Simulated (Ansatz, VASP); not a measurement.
# RbHPd in two plane-wave programs, part 2 of 3

One calculation is typed for both programs; each brings its own data sets. How far apart do they land? The cell is generated by rule, not measured, and may not be a known phase. The cell is taken from a series of runs on this material, whose earlier steps may have relaxed, scaled, displaced or heated it; both programs get it as it stands.

VASP 6.6.1 and Ansatz 0.2.0.

So far: The structure; VASP: zone-centre phonons, PBEsol.

## 2. VASP: zone-centre phonons, PBEsol (continued)

Level of this step: PBEsol; plane waves and PAW (Rb_sv, H, Pd); invented cell (VASP).

From OUTCAR (step 2):

```text
ion  position               nearest neighbor table
   1  0.750  0.500  0.327-   5 3.17   6 3.17   5 3.17   6 3.17   2 3.32   2 3.32   3 3.34   3 3.34
                             5 4.37   6 4.37   5 4.37   6 4.37   2 4.37   2 4.37   2 5.67   2 5.67
   2  0.250  0.500  0.673-   5 3.17   6 3.17   5 3.17   6 3.17   1 3.32   1 3.32   4 3.34   4 3.34
                             5 4.37   5 4.37   6 4.37   6 4.37   1 4.37   1 4.37   1 5.67   1 5.67
   3  0.750  0.000  0.802-   5 1.73   6 1.73   1 3.34   1 3.34
   4  0.250  0.000  0.198-   5 1.73   6 1.73   2 3.34   2 3.34
   5  0.000  0.000  0.000-   3 1.73   4 1.73   6 2.82   6 2.82   1 3.17   1 3.17   2 3.17   2 3.17
                             2 4.37   1 4.37   1 4.37   2 4.37
   6  0.500  0.000  0.000-   3 1.73   4 1.73   5 2.82   5 2.82   1 3.17   1 3.17   2 3.17   2 3.17
                             2 4.37   1 4.37   1 4.37   2 4.37

  LATTYP: Found a simple orthorhombic cell.
 ALAT       =     4.5974786283
 B/A-ratio  =     1.1099641572
 C/A-ratio  =     1.2248492906

 Subroutine GETGRP returns: Found  8 space group operations
 (whereof  4 operations were pure point group operations)

The static configuration has the point symmetry C_2h.
 The point group associated with its full space group is D_2h.

 Found     48 irreducible k-points:

   k-points           NKPTS =     48   k-points in BZ     NKDIM =     48   number of bands    NBANDS=     26

   dimension x,y,z NGX =    42 NGY =   36 NGZ =   40
   dimension x,y,z NGXF=    84 NGYF=   72 NGZF=   80

   ENCUT  =  500.0 eV  36.75 Ry    6.06 a.u.  10.27  8.38  9.30*2*pi/ulx,y,z

   NELECT =      40.0000    total number of electrons

 k-points in reciprocal lattice and weights: Automatic mesh
   0.00000000  0.00000000  0.00000000       0.007
   0.25000000  0.00000000  0.00000000       0.014
   0.50000000  0.00000000  0.00000000       0.007
   0.00000000  0.16666667  0.00000000       0.014
   0.25000000  0.16666667  0.00000000       0.028
   0.50000000  0.16666667  0.00000000       0.014
   0.00000000  0.33333333  0.00000000       0.014
   0.25000000  0.33333333  0.00000000       0.028
   0.50000000  0.33333333  0.00000000       0.014
[...]
0.25000000  0.50000000  0.50000000       0.014
   0.50000000  0.50000000  0.50000000       0.007

 average (electrostatic) potential at core
       1 -37.2164       2 -37.2164       3 -33.3908       4 -33.3908       5 -77.0105
       6 -77.0105

 Eigenvectors and eigenvalues of the dynamical matrix
 ----------------------------------------------------

   1 f  =   46.001126 THz   289.033600 2PiTHz 1534.432404 cm-1   190.245286 meV
             X         Y         Z           dx          dy          dz
      4.223414  2.298739  1.668590    -0.000570    0.000000   -0.000000
      1.407805  2.298739  3.434447     0.000570    0.000000   -0.000000
      4.223414  0.000000  4.092022    -0.707107   -0.000000    0.000000
      1.407805  0.000000  1.011015     0.707107   -0.000000   -0.000000
      0.000000  0.000000  0.000000     0.000000    0.000000   -0.000000
      2.815609  0.000000  0.000000    -0.000000   -0.000000    0.000000

   2 f  =   39.080970 THz   245.552977 2PiTHz 1303.600845 cm-1   161.625833 meV
             X         Y         Z           dx          dy          dz
      4.223414  2.298739  1.668590     0.000740    0.000000   -0.000000
      1.407805  2.298739  3.434447     0.000740    0.000000   -0.000000
      4.223414  0.000000  4.092022    -0.703081    0.000000   -0.000000
      1.407805  0.000000  1.011015    -0.703081    0.000000   -0.000000
      0.000000  0.000000  0.000000     0.067507   -0.000000    0.033453
      2.815609  0.000000  0.000000     0.067507   -0.000000   -0.033453

   3 f  =   37.030675 THz   232.670595 2PiTHz 1235.210371 cm-1   153.146499 meV
             X         Y         Z           dx          dy          dz
      4.223414  2.298739  1.668590    -0.000000   -0.000000    0.002930
      1.407805  2.298739  3.434447    -0.000000   -0.000000    0.002930
      4.223414  0.000000  4.092022     0.000000   -0.000000   -0.700010
      1.407805  0.000000  1.011015     0.000000   -0.000000   -0.700010
      0.000000  0.000000  0.000000     0.075653   -0.000000    0.065225
      2.815609  0.000000  0.000000    -0.075653    0.000000    0.065225

   4 f  =   36.425965 THz   228.871085 2PiTHz 1215.039390 cm-1   150.645617 meV
             X         Y         Z           dx          dy          dz
      4.223414  2.298739  1.668590     0.000000   -0.000000   -0.002085
      1.407805  2.298739  3.434447     0.000000   -0.000000    0.002085
      4.223414  0.000000  4.092022     0.000000   -0.000000    0.707104
      1.407805  0.000000  1.011015     0.000000    0.000000   -0.707104
      0.000000  0.000000  0.000000    -0.000000   -0.000000   -0.000000
      2.815609  0.000000  0.000000     0.000000    0.000000   -0.000000

   5 f  =   12.542909 THz    78.809425 2PiTHz  418.386426 cm-1    51.873282 meV
             X         Y         Z           dx          dy          dz
      4.223414  2.298739  1.668590     0.000000    0.014941   -0.000000
      1.407805  2.298739  3.434447     0.000000    0.014941   -0.000000
      4.223414  0.000000  4.092022     0.000000   -0.704821   -0.000000
      1.407805  0.000000  1.011015    -0.000000   -0.704821    0.000000
      0.000000  0.000000  0.000000     0.000000    0.054816    0.000000
      2.815609  0.000000  0.000000     0.000000    0.054816    0.000000

   6 f  =    4.672247 THz    29.356593 2PiTHz  155.849381 cm-1    19.322852 meV
             X         Y         Z           dx          dy          dz
      4.223414  2.298739  1.668590    -0.000000   -0.000000   -0.075713
      1.407805  2.298739  3.434447    -0.000000   -0.000000   -0.075713
      4.223414  0.000000  4.092022    -0.000000    0.000000   -0.068565
      1.407805  0.000000  1.011015    -0.000000    0.000000   -0.068565
      0.000000  0.000000  0.000000    -0.695714    0.000000    0.074484
      2.815609  0.000000  0.000000     0.695714    0.000000    0.074484

   7 f  =    4.538257 THz    28.514708 2PiTHz  151.379951 cm-1    18.768713 meV
             X         Y         Z           dx          dy          dz
      4.223414  2.298739  1.668590     0.000000   -0.158250    0.000000
      1.407805  2.298739  3.434447     0.000000    0.158250   -0.000000
      4.223414  0.000000  4.092022     0.000000    0.689171   -0.000000
      1.407805  0.000000  1.011015     0.000000   -0.689171    0.000000
      0.000000  0.000000  0.000000     0.000000   -0.000000    0.000000
      2.815609  0.000000  0.000000     0.000000    0.000000    0.000000

   8 f  =    3.272581 THz    20.562230 2PiTHz  109.161539 cm-1    13.534300 meV
             X         Y         Z           dx          dy          dz
      4.223414  2.298739  1.668590     0.707107   -0.000000   -0.000000
      1.407805  2.298739  3.434447    -0.707107   -0.000000    0.000000
      4.223414  0.000000  4.092022    -0.000570    0.000000    0.000000
      1.407805  0.000000  1.011015     0.000570    0.000000   -0.000000
      0.000000  0.000000  0.000000    -0.000000   -0.000000   -0.000000
      2.815609  0.000000  0.000000    -0.000000    0.000000    0.000000

   9 f  =    2.997235 THz    18.832186 2PiTHz   99.977015 cm-1    12.395564 meV
             X         Y         Z           dx          dy          dz
      4.223414  2.298739  1.668590    -0.000000   -0.527334    0.000000
      1.407805  2.298739  3.434447     0.000000   -0.527334   -0.000000
      4.223414  0.000000  4.092022    -0.000000    0.025406   -0.000000
      1.407805  0.000000  1.011015    -0.000000    0.025406   -0.000000
      0.000000  0.000000  0.000000     0.000000    0.470397   -0.000000
      2.815609  0.000000  0.000000    -0.000000    0.470397    0.000000

  10 f  =    2.913275 THz    18.304649 2PiTHz   97.176406 cm-1    12.048333 meV
             X         Y         Z           dx          dy          dz
      4.223414  2.298739  1.668590    -0.000000   -0.000000    0.000000
      1.407805  2.298739  3.434447     0.000000   -0.000000   -0.000000
      4.223414  0.000000  4.092022    -0.000000    0.000000   -0.000000
      1.407805  0.000000  1.011015    -0.000000    0.000000   -0.000000
      0.000000  0.000000  0.000000     0.000000   -0.707107   -0.000000
      2.815609  0.000000  0.000000     0.000000    0.707107    0.000000

  11 f  =    2.707512 THz    17.011803 2PiTHz   90.312895 cm-1    11.197367 meV
             X         Y         Z           dx          dy          dz
      4.223414  2.298739  1.668590    -0.252385    0.000000   -0.000000
      1.407805  2.298739  3.434447    -0.252385    0.000000   -0.000000
      4.223414  0.000000  4.092022    -0.008000   -0.000000    0.000000
      1.407805  0.000000  1.011015    -0.008000   -0.000000    0.000000
      0.000000  0.000000  0.000000     0.226837    0.000000   -0.620308
      2.815609  0.000000  0.000000     0.226837   -0.000000    0.620308

  12 f  =    2.623708 THz    16.485243 2PiTHz   87.517474 cm-1    10.850779 meV
             X         Y         Z           dx          dy          dz
      4.223414  2.298739  1.668590     0.000000    0.000000    0.707104
      1.407805  2.298739  3.434447     0.000000    0.000000   -0.707104
      4.223414  0.000000  4.092022     0.000000   -0.000000    0.002085
      1.407805  0.000000  1.011015     0.000000    0.000000   -0.002085
      0.000000  0.000000  0.000000     0.000000    0.000000    0.000000
      2.815609  0.000000  0.000000     0.000000   -0.000000   -0.000000

  13 f  =    2.084666 THz    13.098345 2PiTHz   69.536985 cm-1     8.621484 meV
             X         Y         Z           dx          dy          dz
      4.223414  2.298739  1.668590    -0.000000    0.000000    0.521902
      1.407805  2.298739  3.434447    -0.000000    0.000000    0.521902
      4.223414  0.000000  4.092022    -0.000000    0.000000   -0.051932
      1.407805  0.000000  1.011015    -0.000000    0.000000   -0.051932
      0.000000  0.000000  0.000000    -0.101282    0.000000   -0.463318
      2.815609  0.000000  0.000000     0.101282   -0.000000   -0.463318
    [... 43 further lines ...]
      0.000000  0.000000  0.000000    -0.528461   -0.000000   -0.002581
      2.815609  0.000000  0.000000    -0.528461   -0.000000    0.002581

 MACROSCOPIC STATIC DIELECTRIC TENSOR IONIC CONTRIBUTION
 ------------------------------------------------------
          25.834357     0.000000     0.000000
           0.000000     2.585391    -0.000000
           0.000000    -0.000000     3.613770
 ------------------------------------------------------

 ELASTIC MODULI CONTR FROM IONIC RELAXATION (kBar)
 Direction    XX          YY          ZZ          XY          YZ          ZX
 --------------------------------------------------------------------------------
 XX        -537.9877     28.0719   -219.7720      0.0000      0.0000     -0.0000
 YY          28.0719   -160.1045   -129.3968      0.0000      0.0000      0.0000
 ZZ        -219.7720   -129.3968   -214.8592      0.0000      0.0000     -0.0000
 XY           0.0000      0.0000      0.0000      0.0000      0.0000      0.0000
 YZ           0.0000      0.0000      0.0000      0.0000   -344.6413     -0.0000
 ZX          -0.0000      0.0000     -0.0000      0.0000     -0.0000   -215.1058
 --------------------------------------------------------------------------------

 PIEZOELECTRIC TENSOR IONIC CONTR  for field in x, y, z        (C/m^2)
          XX          YY          ZZ          XY          YZ          ZX
  --------------------------------------------------------------------------------
  x    -0.00000     0.00000    -0.00000     0.00000    -0.00000    -0.00000
  y    -0.00000     0.00000     0.00000     0.00000     0.00000     0.00000
  z    -0.00000     0.00000    -0.00000     0.00000    -0.00000    -0.00000
```

The gap is read on the k-mesh alone, so it is an upper bound where the band edges lie off the mesh. Energies printed during the response cycles are not total energies of the cell. With a direct gap this small, the dielectric response converges slowly with the mesh, so tensor and charges are uncertain; a mesh that holds the point of the least gap tends to give too large a tensor. The PAW data sets were made with PBE, which is usual practice but a small mismatch for other functionals.

[end of part 2 of 3]

[Lines on the potential files, build, host, timing and source positions are cut from VASP's logs without a mark.]

[Logs are printed without paths, hosts, clocks, repeated set-up lines and the standing remarks that a program may print on its own settings, such as how far it seeks lower states.]

[Hosts, paths, dates, database ids (printed as entryN), source tags and the programs' standing remarks are cut or masked in the printed files.]
